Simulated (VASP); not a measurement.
Crystal: W2C3.

```
W C
1.0
     2.91782   -0.04139    0.04765
    -0.08279    5.74868   -0.03054
     0.09675   -0.03100    6.15987
W C
4 6
Cartesian
  1.2828 -0.0282 4.6071
  1.3633 2.8789 4.8023
  2.9149 1.3710 1.4912
  0.0129 4.3354 1.4434
  2.9368 0.0516 3.0246
  2.8511 2.9298 2.8987
  1.4622 -0.0052 0.8737
  1.5488 2.8307 0.8363
  0.1110 1.4045 5.3277
  0.1414 4.1870 5.5161
```

The cell was built by a generator and needn't be a form met in nature.

| Item | Value |
| --- | --- |
| Program | VASP 6.6.1 |
| Task | relaxation of cell and atoms |
| Functional | PBE |
| Potentials or basis | VASP PAW PBE potentials, release 64 (W_sv, C) |
| Cutoff | 520 eV |
| k mesh | 8 × 4 × 4 |
| Occupations | gaussian, width 0.15 eV |
| Spin | no spin polarisation |

At the start: pressure 16.0 GPa; volume 10.33 Å³/atom.

Where does the relaxation end?

Over 24 steps the energy falls by 265.2 meV/atom and the volume is 10.34 Å³/atom (+0.1 %); space group P-4m2 (No. 115, to 0.05 Å).

The path:
```
step  energy change (eV)  largest force (eV/Å)  pressure (GPa)  volume (Å³)
   1              0.0000                4.9618           15.96       103.27
   2             -0.3748                1.2699          -33.91       119.23
   3             -1.4585                2.0144          -16.86       111.18
   4             -2.1261                3.6569            7.93       101.50
   5             -2.3927                1.4081           -2.57       104.51
   6             -2.5629                0.6890            4.96       101.93
   7             -2.5756                0.4876            3.20       102.46
   8             -2.6100                0.3550           -3.10       104.34
   9             -2.6144                0.3576           -1.55       103.85
  10             -2.6304                0.2904            0.30       103.25
  11             -2.6304                0.2927            0.33       103.25
  12             -2.6392                0.1886            0.23       103.28
  13             -2.6426                0.2165            0.15       103.33
  14             -2.6459                0.1590           -0.34       103.48
  15             -2.6460                0.1949           -0.38       103.50
  16             -2.6490                0.0891            0.08       103.36
  17             -2.6497                0.1010            0.53       103.23
  18             -2.6506                0.0838           -0.44       103.52
  19             -2.6507                0.0735           -0.22       103.45
  20             -2.6513                0.0460           -0.02       103.38
  21             -2.6514                0.0543            0.08       103.36
  22             -2.6518                0.0340            0.05       103.38
  23             -2.6519                0.0412           -0.02       103.40
  24             -2.6520                0.0114           -0.01       103.39
```

Final structure:
```xyz
10
Lattice="2.9430 -0.0004 -0.0007 0.0014 5.8865 0.0005 -0.0029 -0.0013 5.9683" Properties=species:S:1:pos:R:3 pbc="T T T"
W     1.4532    0.0187    4.4807
W     1.4526    2.9623    4.4807
W     2.9289    1.4904    1.4664
W     2.9293    4.4339    1.4664
C     2.9265    0.0189    2.9729
C     2.9243    2.9622    2.9732
C     1.4571    0.0198    0.7651
C     1.4573    2.9631    0.7660
C     2.9245    1.4899    5.1821
C     2.9259    4.4330    5.1813
```
